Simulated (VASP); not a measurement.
# GaB4 (P-43m) in VASP: a series of runs

One crystal, GaB4, is run at these levels: PBE; tasks: single point, relaxation of cell and atoms.

All numbers are computed with VASP 6.6.1; they aren't measurements. Logs are shortened: lines on timing, memory, paths and dates and some standing lists are left out, and cuts for length are marked.

## 1. The cell of the first run

The structure is cubic, space group P-43m (No. 215). Conventional cell: a = 3.727 Å, b = 3.727 Å, c = 3.727 Å, α = 90.00°, β = 90.00°, γ = 90.00°. Ga (site symmetry -43m) has 4 B at 2.16 Å as nearest neighbours. B (site symmetry 3m) has 3 B at 1.74 Å as nearest neighbours.

The cell was built by a generator and needn't be a form met in nature.

## 2. Single point, PBE (random cell by space group and Wyckoff sites (P-43m, No. 215))

File INCAR:

```
SYSTEM = GaB4
  PREC = Accurate
  ENCUT = 520
  EDIFF = 1E-7
  ISMEAR = 0
  SIGMA = 0.1
  LREAL = .FALSE.
  LASPH = .TRUE.
  NELM = 100
  ALGO = Fast
  ISIF = 2
  LWAVE = .FALSE.
  LCHARG = .TRUE.
  GGA = PE
  LELF = .TRUE.
  LVHAR = .TRUE.
  NBANDS = 20
```

File KPOINTS:

```
regular mesh
0
G
  10 10 10
  0 0 0
```

File POSCAR:

```
GaB4
1.0
    3.7271005507      0.0000000000      0.0000000000
    0.0000000000      3.7271005507      0.0000000000
    0.0000000000      0.0000000000      3.7271005507
Ga B
1 4
Direct
    0.5000000000      0.5000000000      0.5000000000
    0.8351716500      0.8351716500      0.8351716500
    0.1648283500      0.1648283500      0.8351716500
    0.1648283500      0.8351716500      0.1648283500
    0.8351716500      0.1648283500      0.1648283500
```

Potentials or basis: VASP PAW PBE potentials, release 64 (Ga_d, B).

Launch:

```console
> cat potpaw_PBE.64/Ga_d/POTCAR potpaw_PBE.64/B/POTCAR > POTCAR
> mpirun -np 1 vasp_std > vasp.out
```

OUTCAR:

```text
SYSTEM = GaB4
   PREC = Accurate
   ENCUT = 520
   EDIFF = 1E-7
   ISMEAR = 0
   LREAL = .FALSE.
   LASPH = .TRUE.
   NELM = 100
   ISIF = 2
   GGA = PE

 ion  position               nearest neighbor table
   1  0.500  0.500  0.500-   2 2.16   3 2.16   4 2.16   5 2.16
   2  0.835  0.835  0.835-   3 1.74   4 1.74   5 1.74   1 2.16
   3  0.165  0.165  0.835-   2 1.74   4 1.74   5 1.74   1 2.16
   4  0.165  0.835  0.165-   2 1.74   3 1.74   5 1.74   1 2.16
   5  0.835  0.165  0.165-   2 1.74   3 1.74   4 1.74   1 2.16

  LATTYP: Found a simple cubic cell.
 ALAT       =     3.7271005507

  Lattice vectors:

 A1 = (   3.7271005507,   0.0000000000,   0.0000000000)
 A2 = (   0.0000000000,   3.7271005507,   0.0000000000)
 A3 = (   0.0000000000,   0.0000000000,   3.7271005507)

Analysis of symmetry for initial positions (statically):
=====================================================================
 Subroutine PRICEL returns:
 Original cell was already a primitive cell.

 Routine SETGRP: Setting up the symmetry group for a
 simple cubic supercell.

 Subroutine GETGRP returns: Found 24 space group operations
 (whereof 24 operations were pure point group operations)
 out of a pool of 48 trial point group operations.

The static configuration has the point symmetry T_d .

Analysis of symmetry for dynamics (positions and initial velocities):
=====================================================================
 Subroutine PRICEL returns:
 Original cell was already a primitive cell.

 Routine SETGRP: Setting up the symmetry group for a
 simple cubic supercell.

 Subroutine GETGRP returns: Found 24 space group operations
 (whereof 24 operations were pure point group operations)
 out of a pool of 48 trial point group operations.

The dynamic configuration has the point symmetry T_d .

 Subroutine INISYM returns: Found 24 space group operations
 (whereof 24 operations are pure point group operations),
 and found     1 'primitive' translations

----------------------------------------------------------------------------------------

                                     Primitive cell

  volume of cell :      51.7742

  direct lattice vectors                    reciprocal lattice vectors
     3.727100551  0.000000000  0.000000000     0.268305077  0.000000000  0.000000000
     0.000000000  3.727100551  0.000000000     0.000000000  0.268305077  0.000000000
     0.000000000  0.000000000  3.727100551     0.000000000  0.000000000  0.268305077

  length of vectors
     3.727100551  3.727100551  3.727100551     0.268305077  0.268305077  0.268305077

  position of ions in fractional coordinates (direct lattice)
     0.500000000  0.500000000  0.500000000
     0.835171650  0.835171650  0.835171650
     0.164828350  0.164828350  0.835171650
     0.164828350  0.835171650  0.164828350
     0.835171650  0.164828350  0.164828350

  ion indices of the primitive-cell ions
   primitive index   ion index
                 1           1
                 2           2
                 3           3
                 4           4
                 5           5

----------------------------------------------------------------------------------------

 KPOINTS: regular mesh

Automatic generation of k-mesh.
 Grid dimensions read from file:
 generate k-points for:   10   10   10

 Generating k-lattice:

  Cartesian coordinates                     Fractional coordinates (reciprocal lattice)
     0.026830508  0.000000000  0.000000000     0.100000000  0.000000000  0.000000000
     0.000000000  0.026830508  0.000000000     0.000000000  0.100000000  0.000000000
     0.000000000  0.000000000  0.026830508     0.000000000  0.000000000  0.100000000

  Length of vectors
     0.026830508  0.026830508  0.026830508

  Shift w.r.t. Gamma in fractional coordinates (k-lattice)
     0.000000000  0.000000000  0.000000000

 Subroutine IBZKPT returns following result:
 ===========================================

 Found     56 irreducible k-points:

 Following reciprocal coordinates:
            Coordinates               Weight
  0.000000  0.000000  0.000000      1.000000
  0.100000  0.000000  0.000000      6.000000
  0.200000  0.000000  0.000000      6.000000
  0.300000  0.000000  0.000000      6.000000
  0.400000  0.000000  0.000000      6.000000
  0.500000  0.000000  0.000000      3.000000
[... 16 lines left out ...]
  0.200000  0.100000  0.100000     24.000000
  0.300000  0.100000  0.100000     24.000000
 [... further k-points ...]
   k-points           NKPTS =     56   k-points in BZ     NKDIM =     56   number of bands    NBANDS=     20
   number of dos      NEDOS =    301   number of ions     NIONS =      5
   total plane-waves  NPLWV =  21952
   dimension x,y,z NGX =    28 NGY =   28 NGZ =   28
   dimension x,y,z NGXF=    56 NGYF=   56 NGZF=   56
   ions per type =               1   4
   NGX,Y,Z   is equivalent  to a cutoff of  12.49, 12.49, 12.49 a.u.
   NGXF,Y,Z  is equivalent  to a cutoff of  24.98, 24.98, 24.98 a.u.
 SYSTEM =  GaB4
   PREC   = accura    normal or accurate (medium, high low for compatibility)
   ISTART =      0    job   : 0-new  1-cont  2-samecut
   ICHARG =      2    charge: 1-file 2-atom 10-const
   ISPIN  =      1    spin polarized calculation?
   LNONCOLLINEAR =      F non collinear calculations
   LSORBIT =      F    spin-orbit coupling
   LASPH  =      T    aspherical Exc in radial PAW
   ENCUT  =  520.0 eV  38.22 Ry    6.18 a.u.   6.93  6.93  6.93*2*pi/ulx,y,z
   NELM   =    100;   NELMIN=  2; NELMDL= -5     # of ELM steps
   EDIFF  = 0.1E-06   stopping-criterion for ELM
   LREAL  =      F    real-space projection
   EDIFFG = 0.1E-05   stopping-criterion for IOM
   NSW    =      0    number of steps for IOM
   IBRION =     -1    ionic relax: 0-MD 1-quasi-New 2-CG
   NFREE  =      0    steps in history (QN), initial steepest desc. (CG)
   ISIF   =      2    stress and relaxation
   ISYM   =      2    0-nonsym 1-usesym 2-fastsym
   POTIM  = 0.5000    time-step for ionic-motion
   TEBEG  =    0.0;   TEEND  =   0.0 temperature during run
   PSTRESS=    0.0 pullay stress
   NELECT =      25.0000    total number of electrons
   NUPDOWN=      -1.0000    fix difference up-down
   EMIN   =  10.00;   EMAX   =-10.00  energy-range for DOS
   EFERMI =   0.00;   METHOD = LEGACY
   ISMEAR =     0;   SIGMA  =   0.10  broadening in eV -4-tet -1-fermi 0-gaus
   EFERMI_NEDOS =   21; number of points for ismear=-14 and -15
   IALGO  =     68    algorithm
   IMIX   =      4    mixing-type and parameters
     AMIX     =   0.40;   BMIX     =  1.00
     AMIX_MAG =   1.60;   BMIX_MAG =  1.00
  volume/ion in A,a.u.               =      10.35        69.88
  Fermi-wavevector in a.u.,A,eV,Ry     =   1.284351  2.427071 22.443592  1.649557
  Thomas-Fermi vector in A             =   2.416550
   LORBIT       =      0    0 simple, 1 ext, 2 COOP (PROOUT), +10 PAW based schemes
   GGA     = PE    functional components
   LHFCALC =     F    Hartree Fock is set to
   AEXX    =    0.0000 exact exchange contribution
   IVDW    =     0    specifies the selected vdW correction
   LEPSILON=     F    determine dielectric tensor
   LRPA    =     F    only Hartree local field effects (RPA)
 non-spin polarized calculation
 RMM-DIIS sequential band-by-band and
 Gauss-broadening in eV      SIGMA  =   0.10
  energy-cutoff  :      520.00
  volume of cell :       51.77
 maximum number of plane-waves:      1412
 NGX is ok and might be reduce to    28
   NGX = 13   NGY = 13   NGZ = 13

 number of electron      24.9999993 magnetization

 Free energy of the ion-electron system (eV)
  ---------------------------------------------------
  ext. energy  EPLUGINS =         0.00000000
  ---------------------------------------------------
  free energy    TOTEN  =       -23.58044765 eV

  energy without entropy =      -23.56727261  energy(sigma->0) =      -23.57386013

 E-fermi :   4.5959     XC(G=0): -11.2053

 val. band max:        4.5906304816   @ k =   0.5000   0.3000   0.0000
 cond. band min:       4.6005493854   @ k =   0.2000   0.2000   0.0000
 fundamental gap:      0.0099189037
 Fermi energy:         4.5958670314

 k-point     1 :       0.0000    0.0000    0.0000
  band No.  band energies     occupation
      1      -9.1535      2.00000
      2      -9.1535      2.00000
      3      -9.1535      2.00000
      4      -9.1473      2.00000
      5      -9.1473      2.00000
      6      -9.1157      2.00000
[... 12 lines left out ...]
     19      11.5918      0.00000
     20      14.3014      0.00000

 k-point     2 :       0.1000    0.0000    0.0000
  band No.  band energies     occupation
      1      -9.1560      2.00000
      2      -9.1560      2.00000
      3      -9.1540      2.00000
      4      -9.1464      2.00000
      5      -9.1428      2.00000
      6      -9.0528      2.00000
[... 12 lines left out ...]
     19      11.5046      0.00000
     20      14.3955      0.00000

 k-point     3 :       0.2000    0.0000    0.0000
  band No.  band energies     occupation
      1      -9.1625      2.00000
      2      -9.1625      2.00000
      3      -9.1541      2.00000
      4      -9.1441      2.00000
      5      -9.1325      2.00000
      6      -8.8739      2.00000
[... 12 lines left out ...]
     19      11.4164      0.00000
     20      14.3104      0.00000

 k-point     4 :       0.3000    0.0000    0.0000
  band No.  band energies     occupation
      1      -9.1706      2.00000
      2      -9.1706      2.00000
      3      -9.1538      2.00000
      4      -9.1413      2.00000
      5      -9.1201      2.00000
      6      -8.6149      2.00000
[... 12 lines left out ...]
     19      11.7563      0.00000
     20      14.4121      0.00000

 k-point     5 :       0.4000    0.0000    0.0000
  band No.  band energies     occupation
      1      -9.1770      2.00000
      2      -9.1770      2.00000
      3      -9.1535      2.00000
      4      -9.1391      2.00000
      5      -9.1102      2.00000
      6      -8.3580      2.00000
[... 12 lines left out ...]
     19      12.0892      0.00000
     20      14.5813      0.00000

 k-point     6 :       0.5000    0.0000    0.0000
  band No.  band energies     occupation
      1      -9.1795      2.00000
      2      -9.1795      2.00000
      3      -9.1534      2.00000
      4      -9.1382      2.00000
      5      -9.1064      2.00000
      6      -8.2426      2.00000
[... 12 lines left out ...]
     19      12.2087      0.00000
     20      14.9856      0.00000

 k-point     7 :       0.1000    0.1000    0.0000
  band No.  band energies     occupation
      1      -9.1626      2.00000
      2      -9.1564      2.00000
      3      -9.1561      2.00000
      4      -9.1439      2.00000
      5      -9.1399      2.00000
      6      -8.9870      2.00000
[... 12 lines left out ...]
     19      11.5493      0.00000
     20      14.7327      0.00000
[... 277 lines left out ...]
 k-point    20 :       0.5000    0.4000    0.0000
  band No.  band energies     occupation
      1      -9.2702      2.00000
      2      -9.1766      2.00000
      3      -9.1740      2.00000
      4      -9.1197      2.00000
      5      -9.0692      2.00000
      6      -7.6353      2.00000
[... 12 lines left out ...]
     19      12.2553      0.00000
     20      14.0956      0.00000

 k-point    21 :       0.5000    0.5000    0.0000
  band No.  band energies     occupation
      1      -9.2775      2.00000
      2      -9.1762      2.00000
      3      -9.1762      2.00000
      4      -9.1186      2.00000
      5      -9.0647      2.00000
      6      -7.5581      2.00000
[... 12 lines left out ...]
     19      12.3307      0.00000
     20      15.1395      0.00000

 k-point    22 :       0.1000    0.1000    0.1000
  band No.  band energies     occupation
      1      -9.1670      2.00000
      2      -9.1588      2.00000
      3      -9.1588      2.00000
      4      -9.1390      2.00000
      5      -9.1390      2.00000
      6      -8.9218      2.00000
[... 12 lines left out ...]
     19      11.8266      0.00000
     20      14.6943      0.00000

 k-point    23 :       0.2000    0.1000    0.1000
  band No.  band energies     occupation
      1      -9.1776      2.00000
      2      -9.1658      2.00000
      3      -9.1592      2.00000
      4      -9.1369      2.00000
      5      -9.1279      2.00000
      6      -8.7428      2.00000
[... 12 lines left out ...]
     19      11.8216      0.00000
     20      14.2806      0.00000

 k-point    24 :       0.3000    0.1000    0.1000
  band No.  band energies     occupation
      1      -9.1877      2.00000
      2      -9.1743      2.00000
      3      -9.1587      2.00000
      4      -9.1344      2.00000
      5      -9.1150      2.00000
      6      -8.4889      2.00000
[... 12 lines left out ...]
     19      12.1304      0.00000
     20      13.7098      0.00000

 [... further k-points ...]

------------------------ aborting loop because EDIFF is reached ----------------------------------------

  FORCE on cell =-STRESS in cart. coord.  units (eV):
  Direction    XX          YY          ZZ          XY          YZ          ZX
  --------------------------------------------------------------------------------------
  -------------------------------------------------------------------------------------
  Total        0.0092356      0.0092356      0.0092356     -0.0000000     -0.0000000      0.0000000
  in kB        0.2857993      0.2857993      0.2857993     -0.0000000     -0.0000000      0.0000000
  external PRESSURE =       0.2857993 kB  Pullay stress =       0.0000000 kB

 VOLUME and BASIS-vectors are now :
 -----------------------------------------------------------------------------
  energy-cutoff  :      520.00
  volume of cell :       51.77
      direct lattice vectors                 reciprocal lattice vectors
     3.727100551  0.000000000  0.000000000     0.268305077  0.000000000  0.000000000
     0.000000000  3.727100551  0.000000000     0.000000000  0.268305077  0.000000000
     0.000000000  0.000000000  3.727100551     0.000000000  0.000000000  0.268305077

 POSITION                                       TOTAL-FORCE (eV/Angst)
 -----------------------------------------------------------------------------------
      1.86355      1.86355      1.86355         0.000000     -0.000000      0.000000
      3.11277      3.11277      3.11277        -0.009651     -0.009651     -0.009651
      0.61433      0.61433      3.11277         0.009651      0.009651     -0.009651
      0.61433      3.11277      0.61433         0.009651     -0.009651      0.009651
      3.11277      0.61433      0.61433        -0.009651      0.009651      0.009651
 -----------------------------------------------------------------------------------
    total drift:                                0.000000      0.000000     -0.000000

  FREE ENERGIE OF THE ION-ELECTRON SYSTEM (eV)
  ---------------------------------------------------
  free  energy   TOTEN  =       -23.5804476501 eV

  energy  without entropy=      -23.5672726124  energy(sigma->0) =      -23.57386013
```

Run time: 34 s. Hardware: 1 thread of AMD EPYC 9R45 (Zen 5), shared host; peak memory 0.16 GiB.

What came out:

```yaml
Free_energy: -23.5804 eV
Pressure: 0.0 GPa
Largest_force: 0.017 eV/Å
Band_gap_on_the_k_mesh: none (metal or under the smearing width)
```

Forces on the atoms (eV/Å):
```
Ga   0.000  0.000  0.000
B   -0.010 -0.010 -0.010
B    0.010  0.010 -0.010
B    0.010 -0.010  0.010
B   -0.010  0.010  0.010
```

Levels at points of the mesh, in eV from the Fermi level:
```
           k point  band 10  band 11  band 12  band 13  band 14  band 15  band 16  band 17
(0.00, 0.00, 0.00)    -3.44    -2.03    -2.03     1.25     1.25     1.25     5.92     7.00
(0.50, 0.00, 0.00)    -2.36    -1.84    -1.20    -0.57    -0.57     3.40     3.68     7.13
(0.50, 0.50, 0.00)    -2.00    -1.97     0.07     0.07     1.75     4.57     4.57     4.64
(0.50, 0.50, 0.50)    -4.77    -3.73    -3.73    -3.73     5.02     5.02     6.27     9.73
```

(Continued in part 2 of 3.)
